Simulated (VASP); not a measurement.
# CuP (Fm-3m) in VASP: equation of state, part 2 of 2

VASP 6.6.1. The steps go on from the part before.

### 6 Equation of state, PBE, 14.79 Å³/atom (volume scaled by 1.04)

File INCAR:

```
SYSTEM = CuP
  PREC = Accurate
  ENCUT = 520
  EDIFF = 1E-7
  ISMEAR = -1
  SIGMA = 0.05
  LREAL = .False.
  LASPH = .True.
  NELM = 60
  ALGO = Normal
  ISIF = 2
  LWAVE = .False.
  LCHARG = .False.
  GGA = PE
  NBANDS = 15
```

File KPOINTS:

```
Automatic mesh
0
Gamma
  9 9 9
  0 0 0
```

File POSCAR:

```
CuP
1.0
    0.0000000000      2.4548751039      2.4548751039
    2.4548751039      0.0000000000      2.4548751039
    2.4548751039      2.4548751039      0.0000000000
Cu P
1 1
Direct
    0.5000000000      0.5000000000      0.5000000000
    0.0000000000      0.0000000000      0.0000000000
```

Potentials or basis: VASP PAW PBE potentials, release 64 (Cu, P).

Run with:

```sh
$ cat potpaw_PBE.64/Cu/POTCAR potpaw_PBE.64/P/POTCAR > POTCAR
$ mpirun -np 1 vasp_std > vasp.out
```

OUTCAR:

```text
SYSTEM = CuP
   PREC = Accurate
   ENCUT = 520
   EDIFF = 1E-7
   ISMEAR = -1
   LREAL = .False.
   LASPH = .True.
   NELM = 60
   ISIF = 2
   GGA = PE

 Found     35 irreducible k-points:

 Following reciprocal coordinates:
            Coordinates               Weight
  0.000000  0.000000  0.000000      1.000000
  0.111111  0.000000  0.000000      8.000000
  0.222222  0.000000  0.000000      8.000000
  0.333333  0.000000  0.000000      8.000000
  0.444444  0.000000  0.000000      8.000000
  0.111111  0.111111  0.000000      6.000000
   k-points           NKPTS =     35   k-points in BZ     NKDIM =     35   number of bands    NBANDS=     15
   number of dos      NEDOS =    301   number of ions     NIONS =      2
   total plane-waves  NPLWV =  21952
   dimension x,y,z NGX =    28 NGY =   28 NGZ =   28
   dimension x,y,z NGXF=    56 NGYF=   56 NGZF=   56
   ions per type =               1   1
   NGX,Y,Z   is equivalent  to a cutoff of  13.41, 13.41, 13.41 a.u.
   NGXF,Y,Z  is equivalent  to a cutoff of  26.82, 26.82, 26.82 a.u.
 SYSTEM =  CuP
   PREC   = accura    normal or accurate (medium, high low for compatibility)
   ISTART =      0    job   : 0-new  1-cont  2-samecut
   ICHARG =      2    charge: 1-file 2-atom 10-const
   ISPIN  =      1    spin polarized calculation?
   LNONCOLLINEAR =      F non collinear calculations
   LSORBIT =      F    spin-orbit coupling
   LASPH  =      T    aspherical Exc in radial PAW
   ENCUT  =  520.0 eV  38.22 Ry    6.18 a.u.   6.46  6.46  6.46*2*pi/ulx,y,z
   NELM   =     60;   NELMIN=  2; NELMDL= -5     # of ELM steps
   EDIFF  = 0.1E-06   stopping-criterion for ELM
   LREAL  =      F    real-space projection
   EDIFFG = 0.1E-05   stopping-criterion for IOM
   NSW    =      0    number of steps for IOM
   IBRION =     -1    ionic relax: 0-MD 1-quasi-New 2-CG
   NFREE  =      0    steps in history (QN), initial steepest desc. (CG)
   ISIF   =      2    stress and relaxation
   ISYM   =      2    0-nonsym 1-usesym 2-fastsym
   POTIM  = 0.5000    time-step for ionic-motion
   TEBEG  =    0.0;   TEEND  =   0.0 temperature during run
   PSTRESS=    0.0 pullay stress
   NELECT =      16.0000    total number of electrons
   NUPDOWN=      -1.0000    fix difference up-down
   EMIN   =  10.00;   EMAX   =-10.00  energy-range for DOS
   EFERMI =   0.00;   METHOD = LEGACY
   ISMEAR =    -1;   SIGMA  =   0.05  broadening in eV -4-tet -1-fermi 0-gaus
[... 19 lines left out ...]
 NGX is ok and might be reduce to    28
   NGX = 13   NGY = 13   NGZ = 13

 number of electron      15.9999992 magnetization

 Free energy of the ion-electron system (eV)
  ---------------------------------------------------
  ext. energy  EPLUGINS =         0.00000000
  ---------------------------------------------------
  free energy    TOTEN  =        -8.69130122 eV

  energy without entropy =       -8.68246550  energy(sigma->0) =       -8.68688336

 E-fermi :   6.9964     XC(G=0): -11.3497

 val. band max:        6.8975003636   @ k =  -0.4444   0.2222   0.1111
 cond. band min:       7.0231445792   @ k =   0.2222   0.2222   0.0000
 fundamental gap:      0.1256442156
 Fermi energy:         6.9964161887

 k-point     1 :       0.0000    0.0000    0.0000
  band No.  band energies     occupation
      1      -5.9066      2.00000
      2       3.6760      2.00000
      3       3.6760      2.00000
      4       3.7245      2.00000
      5       3.7245      2.00000
      6       3.7245      2.00000
      7       8.1364      0.00000
      8       8.1364      0.00000
      9       8.1364      0.00000
     10      13.3103      0.00000
     11      16.2921      0.00000
     12      16.2921      0.00000
     13      16.2921      0.00000
     14      19.3131      0.00000
[... 77 lines left out ...]
      2       3.4045      2.00000
      3       3.6723      2.00000
      4       3.6997      2.00000
      5       3.7267      2.00000
      6       3.7267      2.00000
      7       7.6704      0.00000
      8       7.8315      0.00000
      9       7.8315      0.00000
     10      14.4128      0.00000
     11      15.2545      0.00000
     12      16.2422      0.00000
     13      16.5969      0.00000
     14      16.5969      0.00000
     15      20.0377      0.00000

 [... further k-points ...]

------------------------ aborting loop because EDIFF is reached ----------------------------------------

  FORCE on cell =-STRESS in cart. coord.  units (eV):
  Direction    XX          YY          ZZ          XY          YZ          ZX
  --------------------------------------------------------------------------------------
  -------------------------------------------------------------------------------------
  Total       -0.7804848     -0.7804848     -0.7804848      0.0000000      0.0000000      0.0000000
  in kB      -42.2626613    -42.2626613    -42.2626613      0.0000000      0.0000000      0.0000000
  external PRESSURE =     -42.2626613 kB  Pullay stress =       0.0000000 kB

 VOLUME and BASIS-vectors are now :
 -----------------------------------------------------------------------------
  energy-cutoff  :      520.00
  volume of cell :       29.59
      direct lattice vectors                 reciprocal lattice vectors
     0.000000000  2.454875104  2.454875104    -0.203676350  0.203676350  0.203676350
     2.454875104  0.000000000  2.454875104     0.203676350 -0.203676350  0.203676350
     2.454875104  2.454875104  0.000000000     0.203676350  0.203676350 -0.203676350

 POSITION                                       TOTAL-FORCE (eV/Angst)
 -----------------------------------------------------------------------------------
      2.45488      2.45488      2.45488         0.000000      0.000000      0.000000
      0.00000      0.00000      0.00000        -0.000000     -0.000000     -0.000000
 -----------------------------------------------------------------------------------
    total drift:                                0.000000      0.000000      0.000000

  FREE ENERGIE OF THE ION-ELECTRON SYSTEM (eV)
  ---------------------------------------------------
  free  energy   TOTEN  =        -8.6913012249 eV

  energy  without entropy=       -8.6824655032  energy(sigma->0) =       -8.68688336
```

OSZICAR:

```text
N       E                     dE             d eps       ncg     rms          rms(c)
DAV:   1     0.668343896612E+02    0.66834E+02   -0.72482E+03  1066   0.137E+03
DAV:   2    -0.705610449111E+01   -0.73890E+02   -0.66093E+02  1113   0.227E+02
DAV:   3    -0.107037106830E+02   -0.36476E+01   -0.34790E+01  1421   0.527E+01
DAV:   4    -0.107698055435E+02   -0.66095E-01   -0.66050E-01  1171   0.621E+00
DAV:   5    -0.107712740846E+02   -0.14685E-02   -0.14683E-02  1499   0.103E+00    0.134E+01
DAV:   6    -0.126419899306E+02   -0.18707E+01   -0.39317E+01  1120   0.180E+02    0.119E+01
DAV:   7    -0.880975332760E+01    0.38322E+01   -0.85608E+00  1246   0.881E+01    0.297E+00
DAV:   8    -0.869104533882E+01    0.11871E+00   -0.80270E-01  1449   0.216E+01    0.128E+00
DAV:   9    -0.869203629444E+01   -0.99096E-03   -0.76308E-02  1447   0.244E+00    0.473E-01
DAV:  10    -0.869156670355E+01    0.46959E-03   -0.17715E-03  1472   0.473E-01    0.210E-01
DAV:  11    -0.869146110066E+01    0.10560E-03   -0.22987E-03  1701   0.138E+00    0.106E-01
DAV:  12    -0.869131976958E+01    0.14133E-03   -0.28112E-04  1482   0.428E-01    0.352E-02
DAV:  13    -0.869131201728E+01    0.77523E-05   -0.27618E-05  1648   0.509E-02    0.235E-02
DAV:  14    -0.869130114025E+01    0.10877E-04   -0.27368E-05  1442   0.162E-01    0.493E-03
DAV:  15    -0.869130120962E+01   -0.69368E-07   -0.24665E-06  1240   0.143E-02    0.152E-03
DAV:  16    -0.869130122490E+01   -0.15280E-07   -0.22349E-08   630   0.130E-03
   1 F= -.86913012E+01 E0= -.86868834E+01  d E =-.883572E-02
```

Wall time 10 s (1 thread of Intel Xeon 6975P-C (Granite Rapids), shared host); peak memory 0.15 GiB.

What came out:

```yaml
Free_energy: -8.6913 eV
Pressure: -4.2 GPa
Band_gap_on_the_k_mesh: none (metal or under the smearing width)
```

### 7 Equation of state, PBE, 15.08 Å³/atom (volume scaled by 1.06)

File INCAR:

```
SYSTEM = CuP
ALGO = Normal ; EDIFF = 1E-7
ENCUT = 520 ; GGA = PE
ISIF = 2 ; ISMEAR = -1
LASPH = .True. ; LCHARG = .False.
LREAL = .False. ; LWAVE = .False.
NBANDS = 15 ; NELM = 60
PREC = Accurate ; SIGMA = 0.05
```

File KPOINTS:

```
k-points
0
Gamma
  9 9 9
  0 0 0
```

File POSCAR:

```
CuP
1.0
    0.0000000000      2.4705116726      2.4705116726
    2.4705116726      0.0000000000      2.4705116726
    2.4705116726      2.4705116726      0.0000000000
Cu P
1 1
Direct
    0.5000000000      0.5000000000      0.5000000000
    0.0000000000      0.0000000000      0.0000000000
```

Run with:

```sh
$ cat potpaw_PBE.64/Cu/POTCAR potpaw_PBE.64/P/POTCAR > POTCAR
$ mpirun -np 1 vasp_std > vasp.out
```

It took 10 s on 1 thread of Intel Xeon 6975P-C (Granite Rapids), shared host; peak memory 0.16 GiB.

It converged, with:

| Item | Value |
| --- | --- |
| Free energy | -8.6736 eV |
| Pressure | -6.0 GPa |
| Band gap on the k mesh | none (metal or under the smearing width) |

### 8 Equation of state, PBE

This step only gathers the single runs of the series.

What came out:

| Item | Value |
| --- | --- |
| Equilibrium volume | 14.23 Å³/atom |
| Bulk modulus | 116 GPa |
| Pressure derivative of the bulk modulus | 4.9 |

Energy against volume, from the lowest point:
| volume (Å³/atom) | energy (meV/atom) |
| --- | --- |
| 13.372 | 21.02 |
| 13.656 | 8.99 |
| 13.941 | 2.17 |
| 14.225 | 0.00 |
| 14.510 | 1.95 |
| 14.794 | 7.54 |
| 15.079 | 16.38 |
